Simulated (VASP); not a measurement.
Given:

```xyz
4
Lattice="0.0000 3.5491 3.5491 3.5491 0.0000 3.5491 3.5491 3.5491 0.0000" Properties=species:S:1:pos:R:3 pbc="T T T"
Sn     0.0000     0.0000     0.0000
Nb     3.5491     3.5491     3.5491
Nb     1.7746     1.7746     1.7746
Nb     5.3237     5.3237     5.3237
```

Calculation: PBE GGA, VASP's PBE PAW potentials (set 64) (plane waves; VASP). Settings: 400 eV cut-off, KSPACING 0.6 per Å, first-order Methfessel-Paxton smearing of 0.10 eV, potentials Sn_d Nb_sv.

Give the stress tensor in GPa (positive for a compressed cell).

```
-19.41    0.00    0.00
  0.00  -19.41    0.00
  0.00    0.00  -19.41
```
The pressure is its mean diagonal, -19.41 GPa.

The structure was generated: Nb3Sn was put into the D03 type (Fm-3m), which need not be its known phase. The cell was not relaxed at this level. The run is one of a series of settings (KGAMMA = .TRUE., KSPACING = 0.6, KPOINTS file removed against the base run), some of them coarse on purpose. The electron count is odd and the run is not spin-polarised, which forces a metal.
